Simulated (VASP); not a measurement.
Method: PBE GGA with spin-orbit coupling, VASP's PBE PAW potentials (set 64) (plane waves; VASP 6.6.1).

Input for VASP

### POSCAR
```
BN
2.5561910
  0.0000000000   0.7071067851   0.7071067851
  0.7071067851   0.0000000000   0.7071067851
  0.7071067851   0.7071067851   0.0000000000
B N
1 1
Cart
  0.0000000000   0.0000000000   0.0000000000
  0.3535533925   0.3535533925   0.3535533925
```

INCAR:
```
SYSTEM = BN
PREC = Accurate
ENCUT = 520
EDIFF = 1E-6
NELM = 100
ALGO = Normal
LREAL = .FALSE.
LASPH = .TRUE.
ISMEAR = 0
SIGMA = 0.05
GGA = PE
LWAVE = .FALSE.
LCHARG = .FALSE.
ISIF = 2
LSORBIT = .TRUE.
MAGMOM = 0 0 0 0 0 0
GGA_COMPAT = .FALSE.
```

### KPOINTS
```
Automatic mesh
0
Gamma
9 9 9
0 0 0
```

POTCAR, in this order: B N (PBE.64 set). Program: vasp_ncl.

What VASP printed:

OSZICAR:
```
       N       E                     dE             d eps       ncg     rms          rms(c)
DAV:   1     0.196299794602E+02    0.19630E+02   -0.43176E+03  1760   0.992E+02
DAV:   2    -0.172377620666E+02   -0.36868E+02   -0.34590E+02  2568   0.230E+02
DAV:   3    -0.184121731446E+02   -0.11744E+01   -0.11716E+01  2032   0.371E+01
DAV:   4    -0.184149264247E+02   -0.27533E-02   -0.27531E-02  2008   0.209E+00
DAV:   5    -0.184149333290E+02   -0.69044E-05   -0.69044E-05  1952   0.993E-02    0.670E+00
DAV:   6    -0.175305217733E+02    0.88441E+00   -0.11483E+00  2160   0.136E+01    0.319E+00
DAV:   7    -0.174640558768E+02    0.66466E-01   -0.16564E-01  2136   0.456E+00    0.196E+00
DAV:   8    -0.174501677963E+02    0.13888E-01   -0.24796E-02  1960   0.185E+00    0.189E-01
DAV:   9    -0.174496582755E+02    0.50952E-03   -0.10127E-03  1984   0.568E-01    0.103E-01
DAV:  10    -0.174497791818E+02   -0.12091E-03   -0.20984E-04  2032   0.172E-01    0.202E-02
DAV:  11    -0.174497811438E+02   -0.19620E-05   -0.20785E-05  2112   0.581E-02    0.147E-02
DAV:  12    -0.174497820898E+02   -0.94601E-06   -0.14089E-06  1864   0.153E-02
   1 F= -.17449782E+02 E0= -.17449782E+02  d E =-.311433E-12  mag=     0.0000    -0.0000     0.0000
```

### OUTCAR
```
------------------------ aborting loop because EDIFF is reached ----------------------------------------
  FORCE on cell =-STRESS in cart. coord.  units (eV):
  Direction    XX          YY          ZZ          XY          YZ          ZX
  --------------------------------------------------------------------------------------
  Total        0.2505725      0.2505725      0.2505725      0.0000000      0.0000000      0.0000000
  in kB       33.9921805     33.9921805     33.9921805      0.0000000      0.0000000      0.0000000
  external PRESSURE =      33.9921805 kB  Pullay stress =       0.0000000 kB
  volume of cell :       11.81
      direct lattice vectors                 reciprocal lattice vectors
     0.000000000  1.807500000  1.807500000    -0.276625173  0.276625173  0.276625173
     1.807500000  0.000000000  1.807500000     0.276625173 -0.276625173  0.276625173
     1.807500000  1.807500000  0.000000000     0.276625173  0.276625173 -0.276625173
  FREE ENERGIE OF THE ION-ELECTRON SYSTEM (eV)
  ---------------------------------------------------
  free  energy   TOTEN  =       -17.4497820898 eV

  energy  without entropy=      -17.4497820898  energy(sigma->0) =      -17.44978209

 Ion:    1  E_soc:     -0.0000028

 Ion:    2  E_soc:     -0.0000449
```
(Selected blocks of OUTCAR.)

### OUTCAR
```
 val. band max:        7.4087632504   @ k =   0.0000   0.0000   0.0000

 cond. band min:      12.0166006211   @ k =   0.4444   0.4444   0.0000


 Fermi energy:         7.6286530957

 k-point     1 :       0.0000    0.0000    0.0000
  band No.  band energies     occupation
      1     -12.8284      1.00000
      2     -12.8284      1.00000
      3       7.3874      1.00000
      4       7.3874      1.00000
      5       7.4088      1.00000
      6       7.4088      1.00000
      7       7.4088      1.00000
      8       7.4088      1.00000
      9      16.2175      0.00000
     10      16.2175      0.00000
     11      16.2256      0.00000
     12      16.2256      0.00000
     13      16.2256      0.00000
     14      16.2256      0.00000
     15      17.7515      0.00000
     16      17.7515      0.00000

 k-point     2 :       0.1111    0.0000    0.0000
  band No.  band energies     occupation
      1     -12.5285      1.00000
      2     -12.5285      1.00000
      3       5.8717      1.00000
      4       5.8717      1.00000
      5       7.0869      1.00000
      6       7.0869      1.00000
      7       7.1006      1.00000
      8       7.1006      1.00000
      9      16.5391      0.00000
     10      16.5391      0.00000
     11      16.6843      0.00000
     12      16.6843      0.00000
     13      16.6903      0.00000
     14      16.6903      0.00000
     15      18.7119      0.00000
     16      18.7119      0.00000

 k-point     3 :      -0.1111    0.0000    0.0000
  band No.  band energies     occupation
      1     -12.5285      1.00000
      2     -12.5285      1.00000
      3       5.8717      1.00000
      4       5.8717      1.00000
      5       7.0869      1.00000
      6       7.0869      1.00000
      7       7.1006      1.00000
      8       7.1006      1.00000
      9      16.5391      0.00000
     10      16.5391      0.00000
     11      16.6843      0.00000
     12      16.6843      0.00000
     13      16.6903      0.00000
...
```

The compound is BN in the zinc blende structure. The cell was not relaxed at this level.
